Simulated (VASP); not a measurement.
Computed with G0W0 on PBE orbitals, VASP's PBE PAW potentials (set 64) (plane waves; VASP).

The input files of a VASP run:

KPOINTS:
```
K-points
0
gamma
6 6 6
```

POSCAR:
```
CdS
2.910
  0.0000000000   1.0000000000   1.0000000000
  1.0000000000   0.0000000000   1.0000000000
  1.0000000000   1.0000000000   0.0000000000
Cd S
1 1
Cart
  0.0000000000   0.0000000000   0.0000000000
  0.5000000000   0.5000000000   0.5000000000
```

### INCAR
```
NOMEGA = 64
LREAL = .FALSE.
SIGMA = 0.01
NELMGW = 1
NBANDSGW = 23
LWAVE = .TRUE.
PREC = Normal
LSPECTRALGW = .TRUE.
SYSTEM = CdS
LCHARG = .FALSE.
ALGO = EVGW0
NBANDS = 128
LASPH = .TRUE.
ENCUTGW = 180
ISMEAR = 0   ! Gaussian
ENCUT = 500   ! plane-wave cut-off (eV)
GGA = PE
```

POTCAR, in this order: Cd_sv_GW S_GW (PBE.64 set). Program: vasp_std. Read from the step before: W*.

The run wrote:

File OUTCAR:
```
 ion  position               nearest neighbor table
   1  0.000  0.000  0.000-   2 2.52   2 2.52   2 2.52   2 2.52
   2  0.250  0.250  0.250-   1 2.52   1 2.52   1 2.52   1 2.52
  LATTYP: Found a face centered cubic cell.
 ALAT       =     5.8200000000
 Subroutine PRICEL returns:
 Original cell was already a primitive cell.
 Subroutine GETGRP returns: Found 24 space group operations
The static configuration has the point symmetry T_d .
The dynamic configuration has the point symmetry T_d .
 Subroutine INISYM returns: Found 24 space group operations
 Subroutine IBZKPT returns following result:
 Found     16 irreducible k-points:

 Following reciprocal coordinates:
            Coordinates               Weight
  0.000000  0.000000  0.000000      1.000000
  0.166667  0.000000  0.000000      8.000000
  0.333333  0.000000  0.000000      8.000000
  0.500000  0.000000  0.000000      4.000000
  0.166667  0.166667  0.000000      6.000000
  0.333333  0.166667  0.000000     24.000000
  0.500000  0.166667  0.000000     24.000000
 -0.333333  0.166667  0.000000     24.000000
 -0.166667  0.166667  0.000000     12.000000
...
```

File OSZICAR:
```
energies w=
    0.000    0.000    1.084    0.000    2.166    0.000    3.243    0.000
    4.313    0.000    5.376    0.000    6.427    0.000    7.468    0.000
    8.496    0.000    9.511    0.000   10.513    0.000   11.501    0.000
   12.476    0.000   13.438    0.000   14.388    0.000   15.327    0.000
   16.256    0.000   17.176    0.000   18.089    0.000   18.996    0.000
   19.898    0.000   20.797    0.000   21.696    0.000   22.595    0.000
   23.497    0.000   24.405    0.000   25.319    0.000   26.243    0.000
   27.179    0.000   28.129    0.000   29.097    0.000   30.086    0.000
   31.099    0.000   32.139    0.000   33.211    0.000   34.320    0.000
   35.470    0.000   36.666    0.000   37.916    0.000   39.226    0.000
   40.605    0.000   42.062    0.000   43.608    0.000   45.255    0.000
   47.018    0.000   48.915    0.000   50.965    0.000   53.194    0.000
   55.632    0.000   58.313    0.000   61.283    0.000   64.596    0.000
   68.321    0.000   72.547    0.000   77.387    0.000   82.990    0.000
   89.559    0.000   97.368    0.000  106.808    0.000  118.448    0.000
  133.152    0.000  152.297    0.000  178.224    0.000  215.259    0.000
NQ=   1    0.0000    0.0000    0.0000,
 performed        740000 updates of chi_q(r,r)
NQ=   2    0.1667    0.0000    0.0000,
 performed       1880000 updates of chi_q(r,r)
NQ=   3    0.3333    0.0000    0.0000,
 performed       3020000 updates of chi_q(r,r)
NQ=   4    0.5000    0.0000    0.0000,
 performed       4019000 updates of chi_q(r,r)
NQ=   5    0.1667    0.1667    0.0000,
 performed       5159000 updates of chi_q(r,r)
NQ=   6    0.3333    0.1667    0.0000,
 performed       6805000 updates of chi_q(r,r)
NQ=   7    0.5000    0.1667    0.0000,
 performed       8451000 updates of chi_q(r,r)
NQ=   8   -0.3333    0.1667    0.0000,
 performed      10097000 updates of chi_q(r,r)
NQ=   9   -0.1667    0.1667    0.0000,
 performed      11555000 updates of chi_q(r,r)
NQ=  10    0.3333    0.3333    0.0000,
 performed      12695000 updates of chi_q(r,r)
NQ=  11    0.5000    0.3333    0.0000,
 performed      14341000 updates of chi_q(r,r)
NQ=  12   -0.3333    0.3333    0.0000,
 performed      15799000 updates of chi_q(r,r)
NQ=  13    0.5000    0.5000    0.0000,
 performed      16715000 updates of chi_q(r,r)
NQ=  14    0.5000    0.3333    0.1667,
 performed      18538000 updates of chi_q(r,r)
NQ=  15   -0.3333    0.3333    0.1667,
 performed      20267000 updates of chi_q(r,r)
NQ=  16   -0.3333    0.5000    0.1667,
 performed      21731000 updates of chi_q(r,r)
 resolving degeneracies of screened two electron integrals
```

**OUTCAR**
```


 k-point   1 :       0.0000    0.0000    0.0000
  band No.  KS-energies  QP-energies   sigma(KS)   V_xc(KS)     V^pw_x(r,r')   Z            occupation Imag(sigma)

      1     -98.3958    -103.2402     -39.1709     -32.0309     -55.4550       0.6785       2.0000       3.4304
      2     -59.4679     -62.9913     -35.8197     -31.0018     -48.9991       0.7313       2.0000       3.7128
      3     -59.4679     -62.9913     -35.8197     -31.0018     -48.9991       0.7313       2.0000       3.7128
      4     -59.4679     -62.9913     -35.8197     -31.0018     -48.9991       0.7313       2.0000       3.7128
      5      -9.4720     -10.4211     -14.5072     -13.1541     -21.0843       0.7014       2.0000       1.8732
      6      -4.8123      -6.4236     -26.0944     -23.9243     -31.6582       0.7425       2.0000       0.7157
      7      -4.8123      -6.4236     -26.0944     -23.9243     -31.6582       0.7425       2.0000       0.7157
      8      -4.8123      -6.4236     -26.0944     -23.9243     -31.6582       0.7425       2.0000       0.7157
      9      -4.3230      -5.9684     -27.4851     -25.2835     -33.0147       0.7473       2.0000       0.6169
     10      -4.3230      -5.9684     -27.4851     -25.2835     -33.0147       0.7473       2.0000       0.6169
     11       2.9365       2.1775     -16.3428     -15.3607     -18.1531       0.7729       2.0000       0.3087
     12       2.9365       2.1775     -16.3428     -15.3607     -18.1531       0.7729       2.0000       0.3087
     13       2.9365       2.1775     -16.3428     -15.3607     -18.1531       0.7729       2.0000       0.3087
     14       4.0921       4.4241     -10.1976     -10.6054      -6.8802       0.8142       0.0000      -0.2491
     15       9.4663      10.1450      -9.7642     -10.6040      -5.7541       0.8081       0.0000      -0.3975
     16       9.4663      10.1450      -9.7642     -10.6040      -5.7541       0.8081       0.0000      -0.3975
     17       9.4663      10.1450      -9.7642     -10.6040      -5.7541       0.8081       0.0000      -0.3975
     18      14.3245      15.2434     -10.5212     -11.6685      -5.8692       0.8009       0.0000      -0.6277
     19      14.3245      15.2434     -10.5212     -11.6685      -5.8692       0.8009       0.0000      -0.6277
     20      14.4179      14.9299      -8.4478      -9.0696      -3.5408       0.8233       0.0000      -0.7281
     21      16.2376      16.5855      -7.4637      -7.8854      -2.7439       0.8249       0.0000      -0.8017
     22      16.2376      16.5855      -7.4637      -7.8854      -2.7439       0.8249       0.0000      -0.8017
     23      16.2376      16.5855      -7.4637      -7.8854      -2.7439       0.8249       0.0000      -0.8017

 k-point   2 :       0.1667    0.0000    0.0000
  band No.  KS-energies  QP-energies   sigma(KS)   V_xc(KS)     V^pw_x(r,r')   Z            occupation Imag(sigma)

      1     -98.3959    -103.2121     -39.1712     -32.0310     -55.4551       0.6745       2.0000       3.4303
      2     -59.4683     -62.9688     -35.8197     -31.0018     -48.9989       0.7265       2.0000       3.7126
      3     -59.4683     -62.9688     -35.8197     -31.0018     -48.9989       0.7265       2.0000       3.7126
      4     -59.4683     -62.9688     -35.8197     -31.0018     -48.9989       0.7265       2.0000       3.7126
      5      -9.3637     -10.3087     -14.7110     -13.3628     -21.2645       0.7009       2.0000       1.8413
      6      -4.7741      -6.3865     -26.1941     -24.0243     -31.7594       0.7431       2.0000       0.7115
      7      -4.7741      -6.3865     -26.1941     -24.0243     -31.7594       0.7431       2.0000       0.7115
      8      -4.7124      -6.3205     -25.8476     -23.6889     -31.3571       0.7449       2.0000       0.7176
      9      -4.3241      -5.9681     -27.4745     -25.2733     -33.0057       0.7469       2.0000       0.6181
     10      -4.3241      -5.9681     -27.4745     -25.2733     -33.0057       0.7469       2.0000       0.6181
     11       1.4217       0.5647     -15.2876     -14.1832     -17.1671       0.7760       2.0000       0.3655
     12       2.7293       1.9438     -16.1106     -15.0936     -17.9664       0.7723       2.0000       0.3203
     13       2.7293       1.9438     -16.1106     -15.0936     -17.9664       0.7723       2.0000       0.3203
     14       5.2557       5.6512     -10.8296     -11.3216      -7.5161       0.8038       0.0000      -0.2683
     15       9.1265       9.7341      -9.7504     -10.5035      -5.7635       0.8068       0.0000      -0.3984
     16       9.7841      10.4832      -9.8653     -10.7326      -5.7754       0.8061       0.0000      -0.4181
     17       9.7841      10.4832      -9.8653     -10.7326      -5.7754       0.8061       0.0000      -0.4181
     18      13.5582      14.2959      -9.7569     -10.6707      -5.2958       0.8072       0.0000      -0.5843
     19      13.5582      14.2959      -9.7569     -10.6707      -5.2958       0.8072       0.0000      -0.5843
     20      14.7723      15.0867      -7.4605      -7.8414      -2.8074       0.8254       0.0000      -0.7127
     21      16.4097      16.9745      -8.4988      -9.1823      -3.5437       0.8264       0.0000      -0.8412
     22      17.9914      18.5743      -8.2439      -8.9523      -3.2288       0.8228       0.0000      -0.9287
     23      17.9914      18.5743      -8.2439      -8.9523      -3.2288       0.8228       0.0000      -0.9287

 k-point   3 :       0.3333    0.0000    0.0000
  band No.  KS-energies  QP-energies   sigma(KS)   V_xc(KS)     V^pw_x(r,r')   Z            occupation Imag(sigma)

      1     -98.3960    -103.1942     -39.1715     -32.0311     -55.4553       0.6720       2.0000       3.4300
      2     -59.4687     -62.9356     -35.8197     -31.0015     -48.9982       0.7195       2.0000       3.7121
      3     -59.4687     -62.9356     -35.8197     -31.0015     -48.9982       0.7195       2.0000       3.7121
      4     -59.4687     -62.9356     -35.8197     -31.0015     -48.9982       0.7195       2.0000       3.7121
      5      -9.1459     -10.0902     -15.2230     -13.8789     -21.7331       0.7026       2.0000       1.7711
      6      -4.7118      -6.3269     -26.3547     -24.1832     -31.9170       0.7438       2.0000       0.7022
      7      -4.7118      -6.3269     -26.3547     -24.1832     -31.9170       0.7438       2.0000       0.7022
      8      -4.3365      -5.9285     -25.7699     -23.6480     -31.1864       0.7503       2.0000       0.7048
      9      -4.3063      -5.9505     -27.5280     -25.3295     -33.0707       0.7479       2.0000       0.6205
     10      -4.3063      -5.9505     -27.5280     -25.3295     -33.0707       0.7479       2.0000       0.6205
     11      -0.4902      -1.5558     -14.6186     -13.2338     -17.2126       0.7695       2.0000       0.5453
     12       2.3520       1.5227     -15.6860     -14.6086     -17.6275       0.7698       2.0000       0.3431
     13       2.3520       1.5227     -15.6860     -14.6086     -17.6275       0.7698       2.0000       0.3431
     14       5.9226       6.4379     -10.3769     -11.0155      -6.7209       0.8069       0.0000      -0.3039
     15       9.6602      10.2061      -9.7771     -10.4615      -5.5507       0.7976       0.0000      -0.4808
     16      10.0113      10.6906      -9.8354     -10.6780      -5.7456       0.8062       0.0000      -0.4303
     17      10.0113      10.6906      -9.8354     -10.6780      -5.7456       0.8062       0.0000      -0.4303
     18      13.9367      14.2453      -7.5494      -7.9244      -2.9686       0.8227       0.0000      -0.6616
     19      13.9508      14.7402      -9.8585     -10.8382      -5.2289       0.8058       0.0000      -0.6333
     20      13.9508      14.7402      -9.8585     -10.8382      -5.2289       0.8058       0.0000      -0.6333
     21      18.6122      19.5816      -9.8791     -11.0605      -4.3885       0.8205       0.0000      -1.1120
     22      19.7140      20.6362      -9.5234     -10.6458      -3.9855       0.8217       0.0000      -1.1652
     23      19.7140      20.6362      -9.5234     -10.6458      -3.9855       0.8217       0.0000      -1.1652

 k-point   4 :       0.5000    0.0000    0.0000
  band No.  KS-energies  QP-energies   sigma(KS)   V_xc(KS)     V^pw_x(r,r')   Z            occupation Imag(sigma)

      1     -98.3955    -103.2692     -39.1713     -32.0308     -55.4548       0.6825       2.0000       3.4298
      2     -59.4677     -62.9925     -35.8197     -31.0012     -48.9973       0.7315       2.0000       3.7115
      3     -59.4677     -62.9925     -35.8197     -31.0012     -48.9973       0.7315       2.0000       3.7115
      4     -59.4677     -62.9925     -35.8197     -31.0012     -48.9973       0.7315       2.0000       3.7115
      5      -9.0375      -9.9831     -15.5380     -14.1926     -22.0297       0.7028       2.0000       1.7325
      6      -4.6897      -6.3078     -26.4048     -24.2308     -31.9620       0.7443       2.0000       0.6972
      7      -4.6897      -6.3078     -26.4048     -24.2308     -31.9620       0.7443       2.0000       0.6972
      8      -4.2835      -5.9300     -27.6061     -25.4095     -33.1593       0.7495       2.0000       0.6215
      9      -4.2835      -5.9300     -27.6061     -25.4095     -33.1593       0.7495       2.0000       0.6215
     10      -3.9366      -5.5123     -26.9491     -24.8450     -32.4308       0.7489       2.0000       0.6598
     11      -1.5021      -2.6417     -12.9757     -11.4914     -15.7224       0.7677       2.0000       0.6690
     12       2.1765       1.3274     -15.4740     -14.3711     -17.4518       0.7699       2.0000       0.3539
     13       2.1765       1.3274     -15.4740     -14.3711     -17.4518       0.7699       2.0000       0.3539
     14       5.9568       6.4852     -10.3385     -10.9917      -6.6805       0.8089       0.0000      -0.3013
     15       9.9342      10.5860      -9.7743     -10.5815      -5.7470       0.8074       0.0000      -0.4228
     16       9.9342      10.5860      -9.7743     -10.5815      -5.7470       0.8074       0.0000      -0.4228
     17      10.4137      10.8993      -9.5225     -10.1337      -5.0867       0.7945       0.0000      -0.5599
     18      13.9945      14.3783      -7.8162      -8.2855      -3.0930       0.8177       0.0000      -0.6850
     19      15.2897      16.2710     -10.2541     -11.4760      -5.2367       0.8030       0.0000      -0.7502
     20      15.2897      16.2710     -10.2541     -11.4760      -5.2367       0.8030       0.0000      -0.7502
     21      16.7372      17.7237     -10.0591     -11.2692      -4.8100       0.8152       0.0000      -0.9272
     22      17.5581      18.2868      -9.4698     -10.3594      -4.3013       0.8191       0.0000      -0.9848
     23      17.5581      18.2868      -9.4698     -10.3594      -4.3013       0.8191       0.0000      -0.9848

...
```
(Selected blocks of OUTCAR.)

The mesh is coarse and the basis finite, so the quasiparticle values are not converged. VASP warned that its frequency grid is unfit for quasiparticle energies.

The compound is CdS in the zinc blende structure, a metastable form; wurtzite is the usual one. The cell was not relaxed at this level.
